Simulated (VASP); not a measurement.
Here is a VASP 6.6.1 calculation.

The input INCAR:

```
SYSTEM = Cu
  PREC = Accurate
  ENCUT = 600
  EDIFF = 1E-7
  ISMEAR = 1
  SIGMA = 0.1
  LREAL = .FALSE.
  LASPH = .TRUE.
  NELM = 80
  ALGO = Normal
  ISIF = 3
  LWAVE = .FALSE.
  LCHARG = .FALSE.
  GGA = PE
  IBRION = 2
  NSW = 90
  EDIFFG = -0.005
  KPAR = 2
```

KPOINTS

```
Automatic mesh
0
G
  18 18 18
  0 0 0
```

Contents of POSCAR:

```
Cu                                      
1.0
    0.0000000000      1.8178591641      1.8178591641
    1.8178591641     -0.0000000000      1.8178591641
    1.8178591641      1.8178591641      0.0000000000
  Cu            
     1
Direct
     0.0000000000000000    0.0000000000000000    0.0000000000000000
```

Potentials or basis: VASP PAW PBE potentials, release 64 (Cu).

Launch:

```console
$ cat potpaw_PBE.64/Cu/POTCAR > POTCAR
$ mpirun -np 2 vasp_std > vasp.out
```

Problem. Predict the band gap on the k mesh.

Solution. None (metal or under the smearing width).

Final structure:
```cif
data_structure
_symmetry_space_group_name_H-M 'P 1'
_symmetry_Int_Tables_number 1
_cell_length_a 2.5708
_cell_length_b 2.5708
_cell_length_c 2.5708
_cell_angle_alpha 60.000
_cell_angle_beta 60.000
_cell_angle_gamma 60.000
_cell_volume 12.01
loop_
_atom_site_label
_atom_site_type_symbol
_atom_site_fract_x
_atom_site_fract_y
_atom_site_fract_z
_atom_site_occupancy
Cu1 Cu 0.00000 0.00000 0.00000 1
```

Caveat: the relaxation stopped at its first step, so nothing moved.
